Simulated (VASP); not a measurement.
**H4CO: band gap by level of theory**

```
O C H
1.0
    12.77228    0.00000    0.00000
     0.00000   13.27228    0.00000
     0.00000    0.00000   13.77228
O C H
1 1 4
Direct
  0.58146 0.49574 0.48007
  0.47090 0.49858 0.49593
  0.61550 0.53486 0.53071
  0.44845 0.46467 0.56618
  0.43544 0.45379 0.43756
  0.43912 0.57590 0.49181
```

```csv
rung,level,program and potentials,cutoff (eV),k mesh,band gap (eV),notes
LDA,LDA,"VASP, LDA PAW files C, H, O, 400 eV",400,1 × 1 × 1,5.66,-
GGA,PBE,"VASP, PBE PAW files C, H, O, 400 eV",400,1 × 1 × 1,(a),-
GGA,PBEsol,"VASP, PBE PAW files C, H, O, 400 eV",400,1 × 1 × 1,5.59,potentials made for PBE
GGA,RPBE,"VASP, PBE PAW files C, H, O, 400 eV",400,1 × 1 × 1,5.47,potentials made for PBE
non-local van der Waals functional,optB86b-vdW,"VASP, PBE PAW files C, H, O, 400 eV",400,1 × 1 × 1,5.38,potentials made for PBE
non-local van der Waals functional,rev-vdW-DF2,"VASP, PBE PAW files C, H, O, 400 eV",400,1 × 1 × 1,5.42,potentials made for PBE
meta-GGA + dispersion,r2SCAN+rVV10,"VASP, PBE PAW files C, H, O, 400 eV",400,1 × 1 × 1,6.42,potentials made for PBE
```

Task: single point. All rows: no spin polarisation. Gaps are the least found on the k mesh or the band path, and a mesh can miss the band edges. The cell was made for these runs and isn't a measured one. All levels ran on this one cell, unrelaxed unless noted. Meshes are those of the run's cell of 6 atoms unless a note names another. Runs on faulty files, with rough fits or with known faults for this quantity aren't shown. No row holds spin-orbit coupling.

Question: Estimate the value left out from the other rows.

Answer: (a) 5.57 eV.
